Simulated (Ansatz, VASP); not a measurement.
# One calculation of SbOs, two programs

INCAR

```
ALGO = Normal
EDIFF = 1E-6
ENCUT = 520
GGA = PE
ISIF = 2
ISMEAR = 0
LASPH = T
LCHARG = T
LELF = T
LREAL = F
LVHAR = T
LWAVE = F
NBANDS = 14
NELM = 100
PREC = Accurate
SIGMA = 0.05
```

File KPOINTS:

```
k-points
0
Gamma
  12 12 12
```

File POSCAR:

```
SbOs
1.0
    0.0000000000      2.7755121030      2.7755121030
    2.7755121030      0.0000000000      2.7755121030
    2.7755121030      2.7755121030      0.0000000000
Os Sb
1 1
Direct
    0.5000000000      0.5000000000      0.5000000000
    0.0000000000      0.0000000000      0.0000000000
```

Input for Ansatz:

```yaml
crystal:
  lattice:
    - [0.0, 2.775512103, 2.775512103]
    - [2.775512103, 0.0, 2.775512103]
    - [2.775512103, 2.775512103, 0.0]
  atoms:
    - { symbol: Os, position: [0.5, 0.5, 0.5] }
    - { symbol: Sb, position: [0.0, 0.0, 0.0] }
basis:
  ecutwfc: 420
  ecutrho_ratio: 4
kpoints:
  mp_grid: { grid: [12, 12, 12] }
hamiltonian:
  xc: pbe
scf:
  occupations: { method: gaussian, width: 0.05 }
output:
  forces: true
  stress: true
  eigenvalues: true
```

Alike in both runs: task single point; functional PBE; k mesh 12 × 12 × 12; occupations gaussian, width 0.05 eV; no spin polarisation.

```csv
,VASP,Ansatz
version,VASP 6.6.1,Ansatz 0.2.0
potentials or method,"VASP PAW PBE potentials, release 64 (Os, Sb)","scalar-relativistic, plane waves, PAW"
plane-wave cutoff (eV),520,420
valence electrons in the cell,13,31
```

|  | VASP | Ansatz | Ansatz less VASP |
| --- | --- | --- | --- |
| gap on the k mesh at the Fermi level (eV) | none | none | - |
| pressure (GPa) | -8.9 | -8.7 | +0.21 |

A gap of «none» marks a metal or a gap that the smearing closes. The functional is the same, so the differences come from potentials, cutoffs and numerics. The two sets of potentials don't hold the same shells in valence.

Spin-orbit coupling is left out, which matters for the levels of Os, Sb.
